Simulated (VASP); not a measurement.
Method: PBEsol GGA, VASP's PBE PAW potentials (set 64) (plane waves; VASP). For the alloy's cell: Numerical set-up: 400 eV cut-off, 4×4×7 Γ-centred mesh, tetrahedra with Blöchl corrections, potentials Cd Se S.

| end member | E (eV/atom) | V (Å³/atom) | gap (eV) |
|---|---|---|---|
| CdS (zinc blende) | -3.4060 | 24.72 | 1.01 |
| CdSe (zinc blende) | -3.0875 | 28.09 | 0.48 |

An ordered cell with a fraction 0.25 of the second end member relaxes to

```cif
data_Cd4S3Se
_chemical_formula_sum 'Cd4 Se1 S3'
_space_group_name_H-M_alt 'P 1'
_space_group_IT_number 1
_cell_length_a 8.32831
_cell_length_b 8.32831
_cell_length_c 4.16507
_cell_angle_alpha 59.993
_cell_angle_beta 59.993
_cell_angle_gamma 60.034
loop_
_space_group_symop_operation_xyz
  'x, y, z'
loop_
_atom_site_label
_atom_site_type_symbol
_atom_site_fract_x
_atom_site_fract_y
_atom_site_fract_z
_atom_site_occupancy
Cd1 Cd 0.99335 0.99335 0.01329 1
Cd2 Cd 0.99625 0.51001 0.99374 1
Cd3 Cd 0.51001 0.99625 0.99374 1
Cd4 Cd 0.50036 0.50036 0.99929 1
Se1 Se 0.12583 0.12583 0.24834 1
S1 S 0.12640 0.62346 0.25013 1
S2 S 0.62346 0.12640 0.25013 1
S3 S 0.62434 0.62434 0.25133 1
```

Problem. Estimate the mixing energy, the deviation from a linear volume and the gap.

Solution. Its energy is -3.3208 eV/atom, so the mixing energy is 6 meV/atom. The volume of 25.54 Å³/atom lies -0.1 % from the linear mean. The gap is 0.77 eV against a linear mean of 0.88 eV, a bowing parameter of 0.6 eV for this ordering.
